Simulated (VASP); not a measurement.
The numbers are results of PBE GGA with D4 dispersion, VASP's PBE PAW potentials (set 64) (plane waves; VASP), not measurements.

The input files of a VASP run:

File KPOINTS:
```
Automatic
0
Gamma
 8 8 8
0 0 0
```

### POSCAR
```
Si
1
    0.0000000000     2.7088368078     2.7088368078
    2.7088368078     0.0000000000     2.7088368078
    2.7088368078     2.7088368078     0.0000000000
Si
2
Direct
  0.0000000000   0.0000000000   0.0000000000
  0.2500000000   0.2500000000   0.2500000000
```

**INCAR**
```
! general
SYSTEM=Si
PREC  =Accurate
ENCUT =520   ! plane-wave cut-off (eV)
LREAL =.False.   ! projection in real space or not
LASPH =.True.   ! aspherical one-centre terms

! electronic loop
EDIFF =1E-7   ! SCF stop (eV)
NELM  =100   ! most electronic steps
ALGO  =Normal

! smearing
ISMEAR=0
SIGMA =0.05   ! width (eV)

! functional
GGA   =PE
IVDW  =13   ! D4

! ions
ISIF  =2

! output
LWAVE =.False.
LCHARG=.False.
```

POTCAR, in this order: Si (PBE.64 set). Program: vasp_std.

Output

**OSZICAR**
```
       N       E                     dE             d eps       ncg     rms          rms(c)
DAV:   1     0.912435366814E+01    0.91244E+01   -0.34328E+03   464   0.784E+02
DAV:   2    -0.107531771753E+02   -0.19878E+02   -0.19645E+02   728   0.875E+01
DAV:   3    -0.110209299993E+02   -0.26775E+00   -0.26775E+00   616   0.126E+01
DAV:   4    -0.110219885878E+02   -0.10586E-02   -0.10586E-02   736   0.906E-01
DAV:   5    -0.110219893164E+02   -0.72864E-06   -0.72881E-06   600   0.206E-02    0.493E+00
DAV:   6    -0.108936714965E+02    0.12832E+00   -0.85359E-02   584   0.153E+00    0.302E+00
DAV:   7    -0.108355491454E+02    0.58122E-01   -0.16022E-01   592   0.223E+00    0.199E-01
DAV:   8    -0.108366249493E+02   -0.10758E-02   -0.41048E-03   520   0.488E-01    0.748E-02
DAV:   9    -0.108368123154E+02   -0.18737E-03   -0.18351E-04   712   0.108E-01    0.579E-02
DAV:  10    -0.108368398208E+02   -0.27505E-04   -0.33933E-05   504   0.438E-02    0.116E-02
DAV:  11    -0.108368393973E+02    0.42352E-06   -0.55060E-07   760   0.537E-03    0.231E-03
DAV:  12    -0.108368396994E+02   -0.30215E-06   -0.56733E-07   504   0.607E-03    0.115E-03
DAV:  13    -0.108368397118E+02   -0.12421E-07   -0.22398E-09   376   0.429E-04
   1 F= -.11504980E+02 E0= -.11504980E+02  d E =-.196982E-12
```

OUTCAR:
```
------------------------ aborting loop because EDIFF is reached ----------------------------------------
  Edisp (eV):   -0.66814
  FORCE on cell =-STRESS in cart. coord.  units (eV):
  Direction    XX          YY          ZZ          XY          YZ          ZX
  --------------------------------------------------------------------------------------
  Total       0.00207     0.00207     0.00207     0.00000     0.00000     0.00000
  in kB       0.08349     0.08349     0.08349     0.00000     0.00000     0.00000
  external pressure =        0.08 kB  Pullay stress =        0.00 kB
  volume of cell :       39.75
      direct lattice vectors                 reciprocal lattice vectors
     0.000000000  2.708836808  2.708836808    -0.184581071  0.184581071  0.184581071
     2.708836808  0.000000000  2.708836808     0.184581071 -0.184581071  0.184581071
     2.708836808  2.708836808  0.000000000     0.184581071  0.184581071 -0.184581071
 POSITION                                       TOTAL-FORCE (eV/Angst)
 -----------------------------------------------------------------------------------
      0.00000      0.00000      0.00000         0.000000      0.000000      0.000000
      1.35442      1.35442      1.35442        -0.000000     -0.000000     -0.000000
 -----------------------------------------------------------------------------------
    total drift:                                0.000000      0.000000     -0.000000
  FREE ENERGIE OF THE ION-ELECTRON SYSTEM (eV)
  ---------------------------------------------------
  free  energy   TOTEN  =       -11.5049799413 eV

  energy  without entropy=      -11.5049799413  energy(sigma->0) =      -11.50497994
```
(Selected blocks of OUTCAR.)

The compound is Si in the diamond structure. It was relaxed first.
